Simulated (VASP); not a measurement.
OSZICAR of a VASP run on WP (relaxed from the zinc blende structure, space group F-43m):

File OSZICAR:
```
       N       E                     dE             d eps       ncg     rms          rms(c)
DAV:   1     0.634994573387E+02    0.63499E+02   -0.86395E+03  1464   0.123E+03
DAV:   2    -0.608511656840E+02   -0.12435E+03   -0.12193E+03  1741   0.331E+02
DAV:   3    -0.648644053043E+02   -0.40132E+01   -0.39090E+01  1826   0.568E+01
DAV:   4    -0.649080211164E+02   -0.43616E-01   -0.43590E-01  1636   0.667E+00
DAV:   5    -0.649087056695E+02   -0.68455E-03   -0.68450E-03  1856   0.865E-01    0.219E+01
DAV:   6    -0.590682644718E+02    0.58404E+01   -0.55125E+00  1621   0.257E+01    0.557E+00
DAV:   7    -0.593015206409E+02   -0.23326E+00   -0.49333E-01  1551   0.623E+00    0.402E+00
DAV:   8    -0.590572798428E+02    0.24424E+00   -0.30364E-01  1546   0.521E+00    0.712E-01
DAV:   9    -0.591687727783E+02   -0.11149E+00   -0.34570E-01  1511   0.506E+00    0.180E-01
DAV:  10    -0.591678643961E+02    0.90838E-03   -0.24107E-02  1481   0.165E+00    0.107E-01
DAV:  11    -0.592045358970E+02   -0.36672E-01   -0.14648E-02  1571   0.917E-01    0.449E-02
DAV:  12    -0.592070857017E+02   -0.25498E-02   -0.19507E-02  1546   0.907E-01    0.853E-02
DAV:  13    -0.592075776321E+02   -0.49193E-03   -0.29377E-04  1671   0.133E-01    0.779E-02
DAV:  14    -0.592063613661E+02    0.12163E-02   -0.31796E-04  1521   0.173E-01    0.357E-02
DAV:  15    -0.592099798784E+02   -0.36185E-02   -0.30471E-03  1541   0.399E-01    0.325E-02
DAV:  16    -0.592100077072E+02   -0.27829E-04   -0.63032E-05  1746   0.788E-02    0.109E-02
DAV:  17    -0.592100135673E+02   -0.58601E-05   -0.92006E-06  1546   0.331E-02    0.389E-03
DAV:  18    -0.592100118325E+02    0.17348E-05   -0.40924E-06  1526   0.172E-02    0.981E-04
DAV:  19    -0.592100143059E+02   -0.24734E-05   -0.19129E-06  1249   0.136E-02    0.756E-04
DAV:  20    -0.592100140560E+02    0.24995E-06   -0.51192E-08   773   0.205E-03
   1 F= -.59210014E+02 E0= -.59210214E+02  d E =-.592100E+02
       N       E                     dE             d eps       ncg     rms          rms(c)
DAV:   1    -0.592104620057E+02   -0.44770E-03   -0.10426E-02  1676   0.140E+00    0.222E-01
DAV:   2    -0.592100310205E+02    0.43099E-03   -0.15374E-03  1579   0.396E-01    0.422E-02
DAV:   3    -0.592100071118E+02    0.23909E-04   -0.58763E-05  1691   0.784E-02    0.244E-02
DAV:   4    -0.592099966874E+02    0.10424E-04   -0.34241E-05  1571   0.467E-02    0.141E-02
DAV:   5    -0.592099882416E+02    0.84459E-05   -0.17820E-05  1506   0.412E-02    0.853E-03
DAV:   6    -0.592099972168E+02   -0.89753E-05   -0.11717E-05  1511   0.327E-02    0.233E-03
DAV:   7    -0.592099970983E+02    0.11853E-06   -0.22524E-06  1450   0.139E-02
   2 F= -.59209997E+02 E0= -.59210200E+02  d E =0.169577E-04
       N       E                     dE             d eps       ncg     rms          rms(c)
DAV:   1    -0.592102070761E+02   -0.20986E-03   -0.42740E-03  1671   0.897E-01    0.142E-01
DAV:   2    -0.592100285415E+02    0.17853E-03   -0.62492E-04  1567   0.253E-01    0.273E-02
DAV:   3    -0.592100209173E+02    0.76242E-05   -0.24226E-05  1696   0.505E-02    0.158E-02
DAV:   4    -0.592100163226E+02    0.45948E-05   -0.14163E-05  1566   0.302E-02    0.905E-03
DAV:   5    -0.592100164956E+02   -0.17305E-06   -0.76957E-06  1501   0.274E-02
   3 F= -.59210016E+02 E0= -.59210217E+02  d E =-.243966E-05
```

### Question
Which electronic solver shows in the log?

### Answer
It is blocked Davidson (ALGO = Normal, or the opening steps of other solvers). The INCAR had ALGO = Normal.

### Question
Can the final energy be trusted as converged?

### Answer
The calculation finished and met its thresholds. It stopped with EDIFF = 1E-6, NELM = 100, NSW = 60 and EDIFFG = -0.01 after 3 ionic steps (r2SCAN meta-GGA, plane waves, VASP's PBE PAW potentials (set 64)).

The structure was generated: WP was put into the zinc blende type (F-43m), which need not be its known phase. This run relaxes it. Symmetry was kept, so distortions that lower it aren't found. The start is the result of an earlier pass. The electron count is odd and the run is not spin-polarised, which forces a metal.
